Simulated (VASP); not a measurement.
Here is the system:

```
CdAs2Ge
1.0
   -2.88367     2.88367     5.48692
    2.88367    -2.88367     5.48692
    2.88367     2.88367    -5.48692
Cd Ge As
2 2 4
Direct
  0.00000   0.00000   0.00000
  0.75000   0.25000   0.50000
  0.50000   0.50000   0.00000
  0.25000   0.75000   0.50000
  0.87500   0.85080   0.47580
  0.14920   0.62500   0.02420
  0.37500   0.39920   0.52420
  0.60080   0.12500   0.97580
```

The numbers are results of LDA (Ceperley-Alder, Perdew-Zunger), VASP's LDA PAW potentials (set 64) (plane waves; VASP), not measurements. Settings: 500 eV cut-off, 6×6×6 Γ-centred mesh, Gaussian smearing of 0.050 eV, potentials Cd Ge_d As.

Q: Estimate the energy per atom (σ→0), pressure, band gap (on the k-mesh) with the smallest direct gap where there is one.

A: 
| Quantity | Result |
|---|---|
| band gap (on the k-mesh) | 0.08 eV |
| smallest direct gap (on the k-mesh) | 0.08 eV |
| energy per atom (σ→0) | -4.402 eV/atom |
| pressure | 4.93 GPa |

Total energies compare only between runs with the same potentials, cut-off and functional.

The compound is CdGeAs2 in the chalcopyrite structure. It was relaxed first under an external pressure of 5 GPa.
